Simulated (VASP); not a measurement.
Here is the system:

```
CELL_PARAMETERS angstrom
     -3.24789     3.24789     1.92379
      3.24789    -3.24789     1.92379
      3.24789     3.24789    -1.92379
ATOMIC_POSITIONS crystal
  Cu 0.87500 0.03962 0.66462
  Cu 0.96038 0.62500 0.83538
  Cu 0.37500 0.21038 0.33538
  Cu 0.78962 0.12500 0.16462
  S  0.25000 0.75000 0.50000
  S  0.50000 0.50000 0.00000
```

The numbers are results of PBEsol GGA, VASP's PBE PAW potentials (set 64) (plane waves; VASP), not measurements. Numerical set-up: 400 eV cut-off, Gaussian smearing of 0.050 eV, potentials Cu S.

### Question
Predict the band gap (along the path) with the smallest direct gap where there is one.

### Answer

```yaml
band gap (along the path): none (metal, semimetal or under 0.01 eV)
```

Total energies compare only between runs with the same potentials, cut-off and functional.

The structure comes from a computed database's Cu2S entry (I-42d); how it stands against other phases isn't given here. It was relaxed first.
